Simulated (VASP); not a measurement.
Level of theory: PBE GGA, VASP's PBE PAW potentials (set 64) (plane waves; VASP 6.6.1).

The input files of a VASP run:

**INCAR**
```
ALGO=Normal
EDIFF=1E-7
ENCUT=480
GGA=PE
ISIF=2
ISMEAR=1
LASPH=.TRUE.
LCHARG=.FALSE.
LMAXMIX=4
LREAL=.FALSE.
LWAVE=.FALSE.
NELM=100
PREC=Accurate
SIGMA=0.1
SYSTEM=Rb
```

POSCAR:
```
Rb
1
   -2.9496568739     2.9496568739     2.9496568739
    2.9496568739    -2.9496568739     2.9496568739
    2.9496568739     2.9496568739    -2.9496568739
Rb
1
Direct
  0.0000000000   0.0000000000   0.0000000000
```

**KPOINTS**
```
Automatic mesh
0
Gamma
8 8 8
0 0 0
```

POTCAR, in this order: Rb_sv (PBE.64 set). Program: vasp_std.

The resulting files:

**OSZICAR**
```
       N       E                     dE             d eps       ncg     rms          rms(c)
DAV:   1     0.459223236291E+02    0.45922E+02   -0.31223E+03   464   0.750E+02
DAV:   2     0.147268357618E+01   -0.44450E+02   -0.43535E+02   536   0.135E+02
DAV:   3    -0.833545291487E+00   -0.23062E+01   -0.23042E+01   544   0.374E+01
DAV:   4    -0.916821381040E+00   -0.83276E-01   -0.83154E-01   816   0.555E+00
DAV:   5    -0.917197341829E+00   -0.37596E-03   -0.37592E-03   688   0.336E-01    0.103E+00
DAV:   6    -0.918270858919E+00   -0.10735E-02   -0.15442E-03   720   0.275E-01    0.616E-01
DAV:   7    -0.919503503525E+00   -0.12326E-02   -0.31724E-03   552   0.397E-01    0.431E-02
DAV:   8    -0.919641989270E+00   -0.13849E-03   -0.14678E-04   696   0.112E-01    0.143E-02
DAV:   9    -0.919647582788E+00   -0.55935E-05   -0.49855E-06   752   0.189E-02    0.482E-03
DAV:  10    -0.919647452493E+00    0.13030E-06   -0.20255E-06   720   0.894E-03    0.126E-03
DAV:  11    -0.919647542168E+00   -0.89674E-07   -0.80579E-08   528   0.231E-03
   1 F= -.91964754E+00 E0= -.91918268E+00  d E =-.139458E-02
```

OUTCAR:
```
------------------------ aborting loop because EDIFF is reached ----------------------------------------
  FORCE on cell =-STRESS in cart. coord.  units (eV):
  Direction    XX          YY          ZZ          XY          YZ          ZX
  --------------------------------------------------------------------------------------
  Total       -0.1678617     -0.1678617     -0.1678617      0.0000000      0.0000000      0.0000000
  in kB       -2.6199187     -2.6199187     -2.6199187      0.0000000      0.0000000      0.0000000
  external PRESSURE =      -2.6199187 kB  Pullay stress =       0.0000000 kB
  volume of cell :      102.65
      direct lattice vectors                 reciprocal lattice vectors
    -2.949656874  2.949656874  2.949656874     0.000000000  0.169511242  0.169511242
     2.949656874 -2.949656874  2.949656874     0.169511242  0.000000000  0.169511242
     2.949656874  2.949656874 -2.949656874     0.169511242  0.169511242  0.000000000
 POSITION                                       TOTAL-FORCE (eV/Angst)
 -----------------------------------------------------------------------------------
      0.00000      0.00000      0.00000         0.000000     -0.000000      0.000000
 -----------------------------------------------------------------------------------
    total drift:                               -0.000000     -0.000000     -0.000000
  FREE ENERGIE OF THE ION-ELECTRON SYSTEM (eV)
  ---------------------------------------------------
  free  energy   TOTEN  =        -0.9196475422 eV

  energy  without entropy=       -0.9182529647  energy(sigma->0) =       -0.91918268
```
(Selected blocks of OUTCAR.)

The compound is Rb in the bcc structure. This cell was strained or had an atom moved on purpose.
